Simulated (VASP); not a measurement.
Output of a VASP run:

**OSZICAR**
```
       N       E                     dE             d eps       ncg     rms          rms(c)
DAV:   1     0.734678554407E+02    0.73468E+02   -0.66874E+03  3324   0.109E+03
DAV:   2    -0.267329558715E+02   -0.10020E+03   -0.98001E+02  3654   0.388E+02
DAV:   3    -0.310708780175E+02   -0.43379E+01   -0.41899E+01  4974   0.653E+01
DAV:   4    -0.312740190918E+02   -0.20314E+00   -0.20181E+00  4444   0.132E+01
DAV:   5    -0.312866404739E+02   -0.12621E-01   -0.12603E-01  5340   0.228E+00    0.102E+01
DAV:   6    -0.238201880844E+02    0.74665E+01   -0.47302E+00  4742   0.297E+01    0.141E+00
DAV:   7    -0.247333570524E+02   -0.91317E+00   -0.31646E-01  4296   0.574E+00    0.120E+00
DAV:   8    -0.242162024072E+02    0.51715E+00   -0.59818E-01  4978   0.945E+00    0.122E+00
DAV:   9    -0.245181382373E+02   -0.30194E+00   -0.36909E-01  3562   0.606E+00    0.516E-01
DAV:  10    -0.245106571800E+02    0.74811E-02   -0.18180E-02  3634   0.163E+00    0.164E-01
DAV:  11    -0.245211264656E+02   -0.10469E-01   -0.70205E-03  3748   0.836E-01    0.928E-02
DAV:  12    -0.245126575446E+02    0.84689E-02   -0.74448E-03  3344   0.105E+00    0.499E-02
DAV:  13    -0.245131485114E+02   -0.49097E-03   -0.55236E-04  4094   0.289E-01    0.196E-02
DAV:  14    -0.245130730833E+02    0.75428E-04   -0.28530E-05  4422   0.600E-02    0.197E-02
DAV:  15    -0.245131446896E+02   -0.71606E-04   -0.44881E-05  4292   0.734E-02    0.858E-03
DAV:  16    -0.245130967495E+02    0.47940E-04   -0.96910E-06  3402   0.359E-02    0.341E-03
DAV:  17    -0.245131152158E+02   -0.18466E-04   -0.88501E-07  4274   0.114E-02    0.206E-03
DAV:  18    -0.245131114006E+02    0.38151E-05   -0.42119E-07  1864   0.256E-03    0.126E-03
DAV:  19    -0.245131123225E+02   -0.92186E-06   -0.31100E-08  1728   0.206E-03    0.483E-04
DAV:  20    -0.245131117270E+02    0.59548E-06   -0.15220E-08  1724   0.163E-03    0.661E-05
DAV:  21    -0.245131115402E+02    0.18679E-06   -0.37837E-09  1702   0.825E-04    0.102E-04
DAV:  22    -0.245131116779E+02   -0.13770E-06   -0.15572E-09  1704   0.528E-04    0.636E-05
DAV:  23    -0.245131116589E+02    0.19044E-07   -0.98121E-10  1694   0.319E-04
   1 F= -.24513112E+02 E0= -.24513112E+02  d E =0.000000E+00
       N       E                     dE             ncg
```

### OUTCAR
```
------------------------ aborting loop because EDIFF is reached ----------------------------------------
  FORCE on cell =-STRESS in cart. coord.  units (eV):
  Direction    XX          YY          ZZ          XY          YZ          ZX
  --------------------------------------------------------------------------------------
  Total       -0.0115994     -0.0115994     -0.0115994     -0.0000000      0.0000000     -0.0000000
  in kB       -0.9973415     -0.9973415     -0.9973415     -0.0000000      0.0000000     -0.0000000
  external PRESSURE =      -0.9973415 kB  Pullay stress =       0.0000000 kB
  volume of cell :       18.63
      direct lattice vectors                 reciprocal lattice vectors
     0.000000000  2.104217302  2.104217302    -0.237618044  0.237618044  0.237618044
     2.104217302  0.000000000  2.104217302     0.237618044 -0.237618044  0.237618044
     2.104217302  2.104217302  0.000000000     0.237618044  0.237618044 -0.237618044
 POSITION                                       TOTAL-FORCE (eV/Angst)
 -----------------------------------------------------------------------------------
      0.00000      0.00000      0.00000         0.000000      0.000000      0.000000
 -----------------------------------------------------------------------------------
    total drift:                               -0.000000     -0.000000     -0.000000
  FREE ENERGIE OF THE ION-ELECTRON SYSTEM (eV)
  ---------------------------------------------------
  free  energy   TOTEN  =       -24.5131116589 eV

  energy  without entropy=      -24.5131116589  energy(sigma->0) =      -24.51311166

 total charge

# of ion       s       p       d       tot
------------------------------------------
    1        2.221   6.011   2.402  10.634
```
(Selected blocks of OUTCAR.)

POSCAR:
```
Nb
1
    0.0000000000     2.1042173017     2.1042173017
    2.1042173017    -0.0000000000     2.1042173017
    2.1042173017     2.1042173017    -0.0000000000
Nb
1
Direct
  0.0000000000   0.0000000000   0.0000000000
```

### Question
Reconstruct the remaining input files.

### Answer
One answer among several that fit: the input of the run itself, r2SCAN meta-GGA, plane waves, VASP's PBE PAW potentials (set 64).

**KPOINTS_OPT**
```
k-points along high-symmetry lines
10
Line-mode
Reciprocal
  0.000000   0.000000   0.000000 ! GAMMA
  0.500000   0.000000   0.500000 ! X

  0.500000   0.000000   0.500000 ! X
  0.625000   0.250000   0.625000 ! U

  0.375000   0.375000   0.750000 ! K
  0.000000   0.000000   0.000000 ! GAMMA

  0.000000   0.000000   0.000000 ! GAMMA
  0.500000   0.500000   0.500000 ! L

  0.500000   0.500000   0.500000 ! L
  0.500000   0.250000   0.750000 ! W

  0.500000   0.250000   0.750000 ! W
  0.500000   0.000000   0.500000 ! X
```

**KPOINTS**
```
Automatic
0
Gamma
 17 17 17
```

**INCAR**
```
# general
SYSTEM =Nb
PREC   =Accurate
ENCUT  =400
LREAL  =F
LASPH  =T

# electronic loop
EDIFF  =1E-7
NELM   =100
ALGO   =Normal
LMAXMIX=4
LMIXTAU=T

# smearing
ISMEAR =-5

# functional
METAGGA=R2SCAN

# ions
ISIF   =2

# output
LWAVE  =F
LCHARG =F
LORBIT =11
NEDOS  =601
```

POTCAR, in this order: Nb_sv (PBE.64 set). Program: vasp_std.

For a metal the tetrahedron method with Blöchl corrections gives inexact stress and forces.

The structure comes from a measured Nb entry (Fm-3m) of the Crystallography Open Database, whose conditions weren't checked. It was relaxed first.
